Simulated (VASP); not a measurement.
## Pb2N2O7F2: single point with PBE

The system is Pb2N2O7F2.

```xyz
13
Lattice="4.7911 1.6823 0.7344 0.1297 6.2594 0.2082 0.3100 0.4250 6.4857" Properties=species:S:1:pos:R:3 pbc="T T T"
Pb    4.6704    3.8087    5.6381
Pb    4.7288    5.3223    2.0444
O     1.9824    2.8088    3.4706
O     1.9832    4.4165    4.8611
O     1.5402    1.3458    1.8501
O     2.5882    3.5105    1.4364
O     4.9937    7.3256    6.1681
O     3.2268    7.1955    3.7247
O     1.9160    5.4849    2.5809
N     1.2873    6.0210    0.5871
N     3.2630    6.2908    5.4743
F     3.7189    1.5021    1.3447
F     4.4901    2.8336    3.0278
```

The cell was built by a generator and needn't be a form met in nature.

```json
{"Program": "VASP 6.6.1", "Task": "single point", "Functional": "PBE", "Potentials or basis": "VASP PAW PBE potentials, release 64 (Pb_d, O, N, F)", "Cutoff": "520 eV", "k mesh": "3 × 3 × 3", "Occupations": "methfessel-paxton, width 0.15 eV", "Spin": "no spin polarisation"}
```

| Property | Result |
| --- | --- |
| Pressure | -13.1 GPa |
| Largest force | 4.508 eV/Å |
| Band gap on the k mesh | none (metal or under the smearing width) |

Forces on the atoms (eV/Å):
```
Pb  -0.245 -0.824 -0.633
Pb   0.012  0.771  0.291
O    0.174  0.523  1.200
O   -0.438 -0.651 -0.806
O   -1.094 -1.012 -0.881
O   -0.903  1.181  0.440
O    0.143 -1.147  0.086
O   -0.608 -1.704  4.129
O    0.062  0.022 -3.006
N    1.142  0.395  0.955
N    0.455  1.824 -2.076
F   -0.227 -0.555 -0.794
F    1.528  1.177  1.095
```

Stress tensor (GPa, compression positive):
```
-12.82  -0.94   1.10
 -0.94 -11.97   1.36
  1.10   1.36 -14.52
```

Levels at points of the mesh, in eV from the Fermi level:
```csv
k point,band 44,band 45,band 46,band 47,band 48,band 49,band 50,band 51
"(0.00, 0.00, 0.00)",-0.69,-0.54,-0.30,-0.11,0.05,0.28,0.30,0.55
```

Run time: 8 min on 1 thread of Intel(R) Xeon(R) Platinum 8375C CPU @ 2.90GHz (Ice Lake), with other jobs on the host, peak memory 0.37 GiB.

Caveat: the k mesh is coarse (spacing up to 0.44 Å⁻¹), so the values aren't converged. The run has no spin-orbit coupling, so splittings on Pb are missing.
